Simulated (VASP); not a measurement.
Here is the system:

```xyz
2
Lattice="0.0000 3.0022 3.0022 3.0022 0.0000 3.0022 3.0022 3.0022 0.0000" Properties=species:S:1:pos:R:3 pbc="T T T"
Hg     0.0000     0.0000     0.0000
S      1.5011     1.5011     1.5011
```

These are PW91 GGA, VASP's PBE PAW potentials (set 64) (plane waves; VASP) values and carry that method's errors. Settings: 520 eV cut-off, Gaussian smearing of 0.050 eV, potentials Hg S.

Give the energies of bands 2 to 11 at the high-symmetry points, in eV from the Fermi level.

| band | Γ | X | U | L | W |
|---|---|---|---|---|---|
| 2 | -6.65 | -6.49 | -6.41 | -6.48 | -6.35 |
| 3 | -6.65 | -6.12 | -6.22 | -6.48 | -6.25 |
| 4 | -6.65 | -6.12 | -6.05 | -5.83 | -5.96 |
| 5 | -5.89 | -5.76 | -5.83 | -5.83 | -5.94 |
| 6 | -5.89 | -5.53 | -5.35 | -5.55 | -5.26 |
| 7 | -0.55 | -4.52 | -4.70 | -4.99 | -4.74 |
| 8 | 0.00 | -2.02 | -2.52 | -0.84 | -2.42 |
| 9 | 0.00 | -2.02 | -1.64 | -0.84 | -2.06 |
| 10 | 0.00 | 3.11 | 3.21 | 1.56 | 3.60 |
| 11 | 6.12 | 3.57 | 4.75 | 6.75 | 5.36 |

It has no gap at this level: it comes out as a metal or semimetal.

The compound is HgS in the zinc blende structure, metacinnabar; cinnabar is the stable form. It was relaxed first, which changed the volume by +8 %.
